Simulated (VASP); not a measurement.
OSZICAR of a VASP run on SiC (zinc blende):

File OSZICAR:
```
       N       E                     dE             d eps       ncg     rms          rms(c)
DAV:   1     0.606126136336E+01    0.60613E+01   -0.40137E+03   584   0.825E+02
DAV:   2    -0.144993965430E+02   -0.20561E+02   -0.18569E+02   800   0.106E+02
DAV:   3    -0.148485183752E+02   -0.34912E+00   -0.34912E+00   672   0.170E+01
DAV:   4    -0.148496631982E+02   -0.11448E-02   -0.11448E-02   824   0.102E+00
DAV:   5    -0.148496654837E+02   -0.22854E-05   -0.22854E-05   704   0.267E-02    0.873E+00
DAV:   6    -0.130341787805E+02    0.18155E+01   -0.78190E+00   616   0.159E+01    0.380E+00
DAV:   7    -0.129856274221E+02    0.48551E-01   -0.34463E-01   864   0.416E+00    0.179E+00
DAV:   8    -0.129793170290E+02    0.63104E-02   -0.21382E-02   576   0.135E+00    0.158E-01
DAV:   9    -0.129795940147E+02   -0.27699E-03   -0.71472E-04   864   0.237E-01    0.101E-01
DAV:  10    -0.129796950745E+02   -0.10106E-03   -0.22143E-04   704   0.120E-01    0.223E-02
DAV:  11    -0.129796950884E+02   -0.13860E-07   -0.36354E-05   656   0.384E-02    0.890E-03
DAV:  12    -0.129796954532E+02   -0.36482E-06   -0.14547E-06   488   0.952E-03
   1 F= -.12979695E+02 E0= -.12979695E+02  d E =-.129797E+02
       N       E                     dE             d eps       ncg     rms          rms(c)
DAV:   1    -0.129818349818E+02   -0.21399E-02   -0.10385E-01   592   0.279E+00    0.352E-01
DAV:   2    -0.129800247717E+02    0.18102E-02   -0.48824E-03   688   0.453E-01    0.174E-01
DAV:   3    -0.129796555339E+02    0.36924E-03   -0.58744E-04   704   0.171E-01    0.495E-02
DAV:   4    -0.129795848411E+02    0.70693E-04   -0.98432E-05   624   0.607E-02    0.198E-02
DAV:   5    -0.129795827044E+02    0.21368E-05   -0.25698E-06   752   0.133E-02    0.115E-02
DAV:   6    -0.129795820202E+02    0.68413E-06   -0.25047E-07   288   0.456E-03
   2 F= -.12979582E+02 E0= -.12979582E+02  d E =0.113433E-03
       N       E                     dE             d eps       ncg     rms          rms(c)
DAV:   1    -0.129815521737E+02   -0.19695E-02   -0.27555E-02   592   0.145E+00    0.182E-01
DAV:   2    -0.129810745818E+02    0.47759E-03   -0.12686E-03   672   0.232E-01    0.898E-02
DAV:   3    -0.129809831770E+02    0.91405E-04   -0.15815E-04   704   0.885E-02    0.250E-02
DAV:   4    -0.129809691471E+02    0.14030E-04   -0.25416E-05   624   0.310E-02    0.103E-02
DAV:   5    -0.129809695562E+02   -0.40913E-06   -0.65699E-07   400   0.687E-03
   3 F= -.12980970E+02 E0= -.12980970E+02  d E =-.127410E-02
```

Which electronic solver shows in the log?

It is blocked Davidson (ALGO = Normal, or the opening steps of other solvers). The INCAR had ALGO = Normal.

Can the final energy be trusted as converged?

Self-consistency was reached. It stopped with EDIFF = 1E-6, NELM = 100, NSW = 60 and EDIFFG = -0.01 after 3 ionic steps (optB86b-vdW, plane waves, VASP's PBE PAW potentials (set 64)).

The compound is SiC in the zinc blende structure. This run relaxes it. Symmetry was kept, so distortions that lower it aren't found.
